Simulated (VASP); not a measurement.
A convergence study with VASP on RuAl (CsCl type): a few settings are varied, all else stays as given below, so the limit is that of these other settings.

```
AlRu
1.0
    2.99000     0.00000     0.00000
    0.00000     2.99000     0.00000
    0.00000     0.00000     2.99000
Al Ru
1 1
Cartesian
  1.49500   1.49500   1.49500
  0.00000   0.00000   0.00000
```

Calculation: PBE GGA, VASP's PBE PAW potentials (set 64) (plane waves; VASP). The last row used: 550 eV cut-off, 20×20×20 Γ-centred mesh, second-order Methfessel-Paxton smearing of 0.40 eV, potentials Al Ru_pv.

```
setting                                   E (eV/atom)  pressure (GPa)  irreducible k-points
----------------------------------------  -----------  --------------  --------------------
ISMEAR = -1, SIGMA = 0.01, 7×7×7 mesh         -7.1304            2.80                    20
ISMEAR = -1, SIGMA = 0.1, 7×7×7 mesh          -7.1337            2.98                    20
ISMEAR = 0, SIGMA = 0.01, 7×7×7 mesh          -7.1302            2.80                    20
ISMEAR = 0, SIGMA = 0.1, 7×7×7 mesh           -7.1313            2.85                    20
ISMEAR = 1, SIGMA = 0.01, 7×7×7 mesh          -7.1302            2.79                    20
ISMEAR = 1, SIGMA = 0.2, 7×7×7 mesh               ___            2.83                    20
ISMEAR = 2, SIGMA = 0.05, 7×7×7 mesh          -7.1305            2.80                    20
ISMEAR = 2, SIGMA = 0.2, 7×7×7 mesh           -7.1315            2.83                    20
ISMEAR = -1, SIGMA = 0.01, 14×14×14 mesh      -7.1248            2.84                   120
ISMEAR = -1, SIGMA = 0.2, 14×14×14 mesh       -7.1291            3.63                   120
ISMEAR = 0, SIGMA = 0.01, 14×14×14 mesh       -7.1248            2.83                   120
ISMEAR = 0, SIGMA = 0.2, 14×14×14 mesh            ___             ___                   120
ISMEAR = 1, SIGMA = 0.01, 14×14×14 mesh       -7.1248            2.83                   120
ISMEAR = 1, SIGMA = 0.4, 14×14×14 mesh        -7.1259            2.87                   120
ISMEAR = 2, SIGMA = 0.05, 14×14×14 mesh       -7.1248            2.83                   120
ISMEAR = 2, SIGMA = 0.4, 14×14×14 mesh        -7.1253            2.89                   120
ISMEAR = -1, SIGMA = 0.05, 20×20×20 mesh      -7.1272            2.87                   286
ISMEAR = -1, SIGMA = 0.2, 20×20×20 mesh       -7.1300            3.61                   286
ISMEAR = 0, SIGMA = 0.05, 20×20×20 mesh       -7.1271            2.82                   286
ISMEAR = 0, SIGMA = 0.2, 20×20×20 mesh        -7.1273            2.95                   286
ISMEAR = 1, SIGMA = 0.05, 20×20×20 mesh       -7.1271            2.82                   286
ISMEAR = 1, SIGMA = 0.4, 20×20×20 mesh        -7.1276            2.83                   286
ISMEAR = 2, SIGMA = 0.1, 20×20×20 mesh        -7.1271            2.82                   286
ISMEAR = 2, SIGMA = 0.4, 20×20×20 mesh        -7.1271            2.84                   286
```

### Question
Fill in the missing entries.

### Answer

- ISMEAR = 1, SIGMA = 0.2, 7×7×7 mesh, E (eV/atom): -7.1319
- ISMEAR = 0, SIGMA = 0.2, 14×14×14 mesh, E (eV/atom): -7.1254
- ISMEAR = 0, SIGMA = 0.2, 14×14×14 mesh, pressure (GPa): 3.00

Left out are rungs that failed or repeat a setting and relaxations that didn't move; long series are thinned to 24 rows.

The compound is RuAl in the CsCl type structure. The cell was not relaxed at this level. The electron count is odd and the run is not spin-polarised, which forces a metal.
